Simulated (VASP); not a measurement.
Output of a VASP run:

### OSZICAR
```
       N       E                     dE             d eps       ncg     rms          rms(c)
DAV:   1     0.711016183748E+02    0.71102E+02   -0.78090E+03   910   0.135E+03
DAV:   2    -0.277723197179E+01   -0.73879E+02   -0.70952E+02  1000   0.245E+02
DAV:   3    -0.703980369582E+01   -0.42626E+01   -0.42432E+01  1095   0.587E+01
DAV:   4    -0.707620230927E+01   -0.36399E-01   -0.36391E-01   970   0.598E+00
DAV:   5    -0.707639163067E+01   -0.18932E-03   -0.18931E-03  1130   0.402E-01    0.504E+00
DAV:   6    -0.679116749105E+01    0.28522E+00   -0.81589E-01  1174   0.335E+01    0.385E+00
DAV:   7    -0.677426756387E+01    0.16900E-01   -0.22166E-01   965   0.491E+00    0.166E+00
DAV:   8    -0.677207030013E+01    0.21973E-02   -0.37782E-03  1080   0.673E-01    0.476E-01
DAV:   9    -0.677182460134E+01    0.24570E-03   -0.78642E-04  1048   0.415E-01    0.666E-02
DAV:  10    -0.677187034391E+01   -0.45743E-04   -0.19973E-04  1091   0.187E-01    0.217E-02
DAV:  11    -0.677186926101E+01    0.10829E-05   -0.26255E-05  1060   0.769E-02    0.451E-03
DAV:  12    -0.677186938245E+01   -0.12143E-06   -0.71096E-06  1083   0.194E-02    0.231E-03
DAV:  13    -0.677186937358E+01    0.88667E-08   -0.56569E-07   980   0.936E-03
   1 F= -.67718694E+01 E0= -.67718694E+01  d E =0.000000E+00
```

OUTCAR:
```
------------------------ aborting loop because EDIFF is reached ----------------------------------------
  FORCE on cell =-STRESS in cart. coord.  units (eV):
  Direction    XX          YY          ZZ          XY          YZ          ZX
  --------------------------------------------------------------------------------------
  Total       -0.0138763     -0.0138763     -0.0138763      0.0000000      0.0000000      0.0000000
  in kB       -0.4969318     -0.4969318     -0.4969318      0.0000000      0.0000000      0.0000000
  external PRESSURE =      -0.4969318 kB  Pullay stress =       0.0000000 kB
  volume of cell :       44.74
      direct lattice vectors                 reciprocal lattice vectors
     0.000000000  2.817641059  2.817641059    -0.177453405  0.177453405  0.177453405
     2.817641059  0.000000000  2.817641059     0.177453405 -0.177453405  0.177453405
     2.817641059  2.817641059  0.000000000     0.177453405  0.177453405 -0.177453405
  FREE ENERGIE OF THE ION-ELECTRON SYSTEM (eV)
  ---------------------------------------------------
  free  energy   TOTEN  =        -6.7718693736 eV

  energy  without entropy=       -6.7718693736  energy(sigma->0) =       -6.77186937

 total charge

# of ion       s       p       d       tot
------------------------------------------
    1        0.542   0.464   9.785  10.791
    2        1.438   2.421   0.032   3.890
--------------------------------------------------
tot          1.980   2.885   9.817  14.681
```
(Selected blocks of OUTCAR.)

POSCAR:
```
ZnSe
1
    0.0000000000     2.8176410593     2.8176410593
    2.8176410593     0.0000000000     2.8176410593
    2.8176410593     2.8176410593     0.0000000000
Zn Se
1 1
Direct
  0.2500000000   0.2500000000   0.2500000000
  0.0000000000   0.0000000000   0.0000000000
```

Question: Write an INCAR and KPOINTS that could have produced this output.

Answer: Several could match; the one computed here: the input of the run itself, PBEsol GGA, plane waves, VASP's PBE PAW potentials (set 64).

**INCAR**
```
SYSTEM = ZnSe
PREC = Accurate
ENCUT = 400
EDIFF = 1E-7
NELM = 100
ALGO = Normal
LREAL = .FALSE.
LASPH = .TRUE.
ISMEAR = -5
GGA = PS
LMAXMIX = 4
LWAVE = .FALSE.
LCHARG = .TRUE.
LORBIT = 11
NEDOS = 601
ISIF = 2
```

### KPOINTS
```
Automatic mesh
0
G
  9 9 9
0 0 0
```

POTCAR, in this order: Zn Se (PBE.64 set). Program: vasp_std.

The structure comes from a measured ZnSe entry (F-43m) of the Crystallography Open Database, whose conditions weren't checked. It was relaxed first, which changed the volume by -7 %.
